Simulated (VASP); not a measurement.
Here is the system:

```
CELL_PARAMETERS angstrom
      4.29014     0.00000     0.00000
     -2.14507     3.71537     0.00000
      0.00000     0.00000     6.92088
ATOMIC_POSITIONS crystal
  Te 0.00000 0.00000 0.00000
  Na 0.33333 0.66667 0.25200
  Na 0.66667 0.33333 0.74800
```

Calculation: PBE GGA, VASP's PBE PAW potentials (set 64) (plane waves; VASP). Settings: 400 eV cut-off, 5×5×3 Γ-centred mesh, Gaussian smearing of 0.050 eV, potentials Te Na_pv.

Task: Give the force on each atom (eV/Å).

Result: 
```tsv
atom	Fx	Fy	Fz
Te1	0.000	0.000	0.000
Na2	0.000	0.000	-0.388
Na3	0.000	0.000	0.388
```

Task: Give the stress tensor in GPa (positive for a compressed cell).

Result: 
```
 3.01   0.00   0.00
 0.00   3.01   0.00
 0.00   0.00  -2.27
```
The pressure is its mean diagonal, 1.25 GPa.

The structure was generated: Na2Te was put into the CdI2 type (P-3m1), which need not be its known phase. The cell was not relaxed at this level. The k-mesh is coarse (spacing up to 0.34 per Å, 2π included), so the numbers may not be converged in it.
